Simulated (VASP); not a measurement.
Data:

```yaml
crystal:
  lattice:
    - [0.00000, 2.81219, 2.81219]
    - [2.81219, 0.00000, 2.81219]
    - [2.81219, 2.81219, 0.00000]
  atoms:
    - { symbol: Al, position: [0.00000, 0.00000, 0.00000] }
    - { symbol: As, position: [0.25000, 0.25000, 0.25000] }
```

The numbers are results of PBEsol GGA, VASP's PBE PAW potentials (set 64) (plane waves; VASP 6.6.1), not measurements. Settings: 520 eV cut-off, 8×8×8 Γ-centred mesh, Gaussian smearing of 0.050 eV, potentials Al As.

### Question
The job: AlAs (zinc blende), 2 atoms, PBEsol, static run, 520 eV, 8×8×8 Γ-centred mesh. Roughly how much core time does it take on a busy server core?

### Answer
About 8 core-seconds (one run on a shared machine, a rough figure). It had 29 irreducible k-points, 8 bands, up to 1243 plane waves and 13 electronic steps.

The compound is AlAs in the zinc blende structure. This cell is one point of a volume scan, at 0.97 of the reference volume.
